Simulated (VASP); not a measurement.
VASP ran on this input.

**INCAR**
```
SYSTEM = Pd
PREC = Accurate
ENCUT = 400
EDIFF = 1E-6
NELM = 60
ALGO = Normal
LREAL = .FALSE.
LASPH = .TRUE.
ISMEAR = 1
SIGMA = 0.1
GGA = PE
LMAXMIX = 4
LWAVE = .FALSE.
LCHARG = .FALSE.
ISIF = 2
IMIX = 1
AMIX = 1.2
BMIX = 0.0001
```

File KPOINTS:
```
Automatic mesh
0
Gamma
12 12 12
0 0 0
```

File POSCAR:
```
Pd
1
    0.0000000000     1.9839000000     1.9839000000
    1.9839000000     0.0000000000     1.9839000000
    1.9839000000     1.9839000000     0.0000000000
Pd
1
Direct
  0.0000000000   0.0000000000   0.0000000000
```

POTCAR, in this order: Pd (PBE.64 set). Program: vasp_std.

### Question
What happens when VASP runs on this input?

### Answer
There is a fault: simple mixing (IMIX = 1) with AMIX above 1 overshoots. The run did not converge; its last values are not results. Against the sound run, the energy per atom (σ→0) decreases by 540.293 eV/atom; the pressure increases by 4691.00 GPa.

**standard output**
```
...
  3.415968180070239E-005
 WARNING: Sub-Space-Matrix is not hermitian in DAV           25
  6.228657376630376E-005
DAV:  58    -0.546127142569E+03   -0.77964E+02   -0.75420E+03  1781   0.526E+02    0.150E+03
 WARNING: Sub-Space-Matrix is not hermitian in DAV            1
 -1.906829381808555E-004
 WARNING: Sub-Space-Matrix is not hermitian in DAV            3
  5.238411878522629E-005
 WARNING: Sub-Space-Matrix is not hermitian in DAV            1
 -3.522123985094509E-003
 WARNING: Sub-Space-Matrix is not hermitian in DAV            2
  1.103773097445423E-002
 WARNING: Sub-Space-Matrix is not hermitian in DAV            8
  2.045186011078985E-003
 WARNING: Sub-Space-Matrix is not hermitian in DAV           10
  3.778990822357521E-003
 WARNING: Sub-Space-Matrix is not hermitian in DAV            1
  2.179581604219110E-003
 WARNING: Sub-Space-Matrix is not hermitian in DAV            3
  5.764655891035565E-004
DAV:  59    -0.461244251174E+03    0.84883E+02   -0.60578E+03  1817   0.422E+02    0.149E+03
 WARNING: Sub-Space-Matrix is not hermitian in DAV           17
  1.846220891864004E-005
 WARNING: Sub-Space-Matrix is not hermitian in DAV            9
 -7.043021394453616E-004
 WARNING: Sub-Space-Matrix is not hermitian in DAV           17
 -2.193529147280086E-004
 WARNING: Sub-Space-Matrix is not hermitian in DAV           25
 -4.054309775298972E-004
 WARNING: Sub-Space-Matrix is not hermitian in DAV            9
 -2.101222446481736E-004
 WARNING: Sub-Space-Matrix is not hermitian in DAV           13
 -7.268695123547596E-005
 WARNING: Sub-Space-Matrix is not hermitian in DAV           17
 -7.890533638028283E-005
 WARNING: Sub-Space-Matrix is not hermitian in DAV           25
 -1.439494583437689E-004
 WARNING: Sub-Space-Matrix is not hermitian in DAV            9
 -1.230134790182982E-004
DAV:  60    -0.545508101758E+03   -0.84264E+02   -0.75131E+03  1759   0.527E+02

 -----------------------------------------------------------------------------
|                                                                             |
|           W    W    AA    RRRRR   N    N  II  N    N   GGGG   !!!           |
|           W    W   A  A   R    R  NN   N  II  NN   N  G    G  !!!           |
|           W    W  A    A  R    R  N N  N  II  N N  N  G       !!!           |
|           W WW W  AAAAAA  RRRRR   N  N N  II  N  N N  G  GGG   !            |
|           WW  WW  A    A  R   R   N   NN  II  N   NN  G    G                |
|           W    W  A    A  R    R  N    N  II  N    N   GGGG   !!!           |
|                                                                             |
|     The electronic self-consistency was not achieved in the given           |
|     number of steps (NELM). The forces and other quantities evaluated       |
|     might not be reliable so examine the results carefully. If you find     |
|     spurious results, we suggest increasing NELM, if you were close to      |
|     convergence or switching to a different ALGO or adjusting the           |
|     density mixing parameters otherwise.                                    |
|                                                                             |
 -----------------------------------------------------------------------------

   1 F= -.54550810E+03 E0= -.54550810E+03  d E =-.146011E-05
```

OUTCAR:
```
------------------------ aborting loop EDIFF was not reached (unconverged)  ----------------------------
  FORCE on cell =-STRESS in cart. coord.  units (eV):
  Direction    XX          YY          ZZ          XY          YZ          ZX
  --------------------------------------------------------------------------------------
  Total      456.8572086    456.8572086    456.8572086      0.0000000      0.0000000     -0.0000000
  in kB    46870.7320249  46870.7320249  46870.7320249      0.0000000      0.0000000     -0.0000000
  external PRESSURE =   46870.7320249 kB  Pullay stress =       0.0000000 kB
  volume of cell :       15.62
      direct lattice vectors                 reciprocal lattice vectors
     0.000000000  1.983900000  1.983900000    -0.252028832  0.252028832  0.252028832
     1.983900000  0.000000000  1.983900000     0.252028832 -0.252028832  0.252028832
     1.983900000  1.983900000  0.000000000     0.252028832  0.252028832 -0.252028832
 POSITION                                       TOTAL-FORCE (eV/Angst)
 -----------------------------------------------------------------------------------
      0.00000      0.00000      0.00000        -0.000000     -0.000000     -0.000000
 -----------------------------------------------------------------------------------
    total drift:                                0.000000     -0.000000     -0.000000
  FREE ENERGIE OF THE ION-ELECTRON SYSTEM (eV)
  ---------------------------------------------------
  free  energy   TOTEN  =      -545.5081017583 eV

  energy  without entropy=     -545.5081002982  energy(sigma->0) =     -545.50810127
```
(Selected blocks of OUTCAR.)

To mend it, remove IMIX, remove AMIX, remove BMIX.

The mended run (PBE GGA, plane waves, VASP's PBE PAW potentials (set 64)) converges, and its OSZICAR ends with
```
   1 F= -.52159347E+01 E0= -.52153489E+01  d E =-.175752E-02
```

The compound is Pd in the fcc structure. The cell was not relaxed at this level.
